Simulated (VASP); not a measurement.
# Quasiparticle energies of BAs in VASP, part 3 of 3

Wanted: how far GW moves the Kohn-Sham levels of BAs. The cell is of the zinc-blende type, one of the forms listed for this formula. The start is a cell from a database of measured crystal structures.

VASP 6.6.1, plane waves and PAW; the level of theory is named at each step.

So far, quasiparticle gap on the mesh (eV): step 3 (G0W0, ENCUTGW 100, bands in the sums 64) 1.78; step 5 (G0W0, ENCUTGW 140, bands in the sums 104) 1.86; step 7 (G0W0, ENCUTGW 180, bands in the sums 152) 1.90.

## (9) G0W0, ENCUTGW 220, bands in the sums 208

This step: G0W0 on PBE; plane waves and PAW (B_GW, As_GW) (VASP 6.6.1).

ENCUTGW rises to 220 eV and the bands with it, to about the number of plane waves under that cutoff.

INCAR reads:

```
SYSTEM = BAs
PREC = Accurate
ENCUT = 340
ISMEAR = 0
SIGMA = 0.01
LREAL = .FALSE.
GGA = PE
NBANDS = 208
ALGO = EVGW0
NELMGW = 1
ENCUTGW = 220
NOMEGA = 48
PRECFOCK = Fast
NBANDSGW = 16
LWAVE = .FALSE.
LCHARG = .FALSE.
```

POSCAR reads:

```
BAs
1.0
    0.0000000000      2.3885000000      2.3885000000
    2.3885000000      0.0000000000      2.3885000000
    2.3885000000      2.3885000000      0.0000000000
B As
1 1
Direct
    0.0000000000      0.0000000000      0.0000000000
    0.2500000000      0.2500000000      0.2500000000
```

KPOINTS reads:

```
Automatic mesh
0
Gamma
6 6 6
0 0 0
```

Potentials, in the order of the species: B_GW and As_GW (PBE family, release 64).

Command:

```sh
$ mpirun -np 8 vasp_std
```

The log of the run:

```text
[banner, memory and clock lines left out]
running    8 mpi-ranks, on    1 nodes
[...]
[... a notice as in an earlier step ...]

|                                                                             |
|           W    W    AA    RRRRR   N    N  II  N    N   GGGG   !!!           |
|           W    W   A  A   R    R  NN   N  II  NN   N  G    G  !!!           |
|           W    W  A    A  R    R  N N  N  II  N N  N  G       !!!           |
|           W WW W  AAAAAA  RRRRR   N  N N  II  N  N N  G  GGG   !            |
|           WW  WW  A    A  R   R   N   NN  II  N   NN  G    G                |
|           W    W  A    A  R    R  N    N  II  N    N   GGGG   !!!           |
|                                                                             |
|     The default for ENCUTGWSOFT is different in this version of VASP.       |
|     please manually set ENCUTGWSOFT =220 in the INCAR file.                 |
|                                                                             |

[...]
total number of BLAS operations       3885.35 Gflops
NQ=  12   -0.3333    0.3333    0.0000,
|.........|.........|.........|.........|.........|.........|.........|.........
 performed      13332000 updates of chi_q(r,r)
 total number of BLAS operations       4342.35 Gflops
NQ=  13    0.5000    0.5000    0.0000,
|.........|.........|.........|.........|.........|.........|.........|.........
 performed      13990000 updates of chi_q(r,r)
 total number of BLAS operations       4565.97 Gflops
NQ=  14    0.5000    0.3333    0.1667,
|.........|.........|.........|.........|.........|.........|.........|.........
 performed      15673000 updates of chi_q(r,r)
 total number of BLAS operations       5104.76 Gflops
NQ=  15   -0.3333    0.3333    0.1667,
|.........|.........|.........|.........|.........|.........|.........|.........
 performed      17250000 updates of chi_q(r,r)
 total number of BLAS operations       5619.61 Gflops
NQ=  16   -0.3333    0.5000    0.1667,
|.........|.........|.........|.........|.........|.........|.........|.........
 performed      18527000 updates of chi_q(r,r)
 total number of BLAS operations       6044.99 Gflops
 resolving degeneracies of screened two electron integrals

 calculate QP shifts <psi_nk| G(iteration)W_0 |psi_nk>: iteration 1
 entering main loop
[key lines of the parts left out:]
E-fermi :   6.8067
```

Run time: 42 s. Hardware: 8 MPI ranks of Intel Xeon 6975P-C (Granite Rapids), shared host; peak memory 1.9 GiB.

From OUTCAR (step 9):

```text
 QP shifts <psi_nk| G(iteration)W_0 |psi_nk>: iteration 1
 for sc-GW calculations column KS-energies equals QP-energies in previous step
 and V_xc(KS)=  KS-energies - (<T + V_ion + V_H > + <T+V_H+V_ion>^1  + <V_x>^1)
 k-point   1 :       0.0000    0.0000    0.0000
  band No.  KS-energies  QP-energies   sigma(KS)   V_xc(KS)     V^pw_x(r,r')   Z            occupation Imag(sigma)
      1      -9.2365     -10.0826     -12.8689     -11.6549     -19.6016       0.6969       2.0000       1.1453
      2       6.1743       5.5267     -13.4095     -12.5865     -13.9902       0.7869       2.0000      -0.0098
      3       6.1743       5.5267     -13.4095     -12.5865     -13.9902       0.7869       2.0000      -0.0098
      4       6.1743       5.5267     -13.4095     -12.5865     -13.9902       0.7869       2.0000      -0.0098
      5       9.4405       9.6539     -11.1174     -11.3898      -6.7578       0.7835       0.0000      -0.1231
      6       9.4405       9.6539     -11.1174     -11.3898      -6.7578       0.7835       0.0000      -0.1231
      7       9.4405       9.6539     -11.1174     -11.3898      -6.7578       0.7835       0.0000      -0.1231
      8      10.8291      11.2582     -12.0536     -12.6195      -6.6662       0.7581       0.0000      -0.1688
    ...

[... 1 part as in an earlier step ...]

[... 2 further parts left out ...]
[key lines of the parts left out:]
E-fermi :   6.8067
```

The gap is now 1.919 eV, +22 meV against the GW run before. Spin-orbit coupling is left out.

## (10) Summary

This step: GW series: G0W0 on PBE; plane waves and PAW (VASP 6.6.1).

No new run; the numbers come from the runs before.

Numbers from this step:

```
gap extrapolated to a complete basis        : 1.981 eV
direct gap extrapolated to a complete basis : 4.170 eV
```

Cost is wall time times ranks on a shared host, with the step that makes the empty bands. GW runs:

| level | bands | ENCUTGW (eV) | NOMEGA | k mesh | starting gap (eV) | quasiparticle gap (eV) | direct gap (eV) | cost (core minutes) |
| --- | --- | --- | --- | --- | --- | --- | --- | --- |
| G0W0 | 64 | 100 | 48 | 6x6x6 | 1.265 | 1.782 | 4.031 | 2.85 |
| G0W0 | 104 | 140 | 48 | 6x6x6 | 1.265 | 1.859 | 4.086 | 4.16 |
| G0W0 | 152 | 180 | 48 | 6x6x6 | 1.265 | 1.897 | 4.112 | 5.52 |
| G0W0 | 208 | 220 | 48 | 6x6x6 | 1.265 | 1.919 | 4.127 | 5.81 |

## (11) Summary of results

```yaml
g0w0_on_pbe_208_bands_encutgw_220_ev_nomega_48_mesh_6x6x6: 1.265 → 1.919 eV
g0w0_on_pbe_64_bands_encutgw_100_ev_nomega_48_mesh_6x6x6: 1.265 → 1.782 eV
gap_at_a_complete_basis_linear_in_encutgw_minus_3_over_2: 1.98 eV
```

In words: G0W0 gives a quasiparticle gap of 1.919 eV on the mesh, 0.65 eV over the PBE gap on the same mesh. The steps of the series move the gap by +78, +38, +22 meV; the last costs 1.1 times the one before. The last step lies within a tolerance of 30 meV, picked for this account, and the last two together move the gap by +60 meV. Extrapolated from the last three points to a complete basis, the gap is 1.98 eV, +62 meV from the dearest run. The extrapolation removes the error of the response basis alone, at this mesh, ENCUT and data set. Spin-orbit coupling is left out; with As in the cell it can split or shift band edges, by an amount that depends on which atoms form them and isn't tested here. Not tabulated here, as repeats of values shown or as unfit to read for their mesh, reference level or band range: eps2 curves (empty bands); eps1 curves and static values (empty bands); gaps (empty bands).

[Lines on the potential files, build, host, timing and source positions are cut from VASP's logs without a mark.]

[Logs are printed without paths, hosts, clocks, repeated set-up lines and the standing remarks that a program may print on its own settings, such as how far it seeks lower states.]

[Hosts, paths, dates, database ids (printed as entryN), source tags and the programs' standing remarks are cut or masked in the printed files.]

[Pressures printed for these runs are not shown converged in the cutoff: they can be off by several GPa and have the wrong sign.]
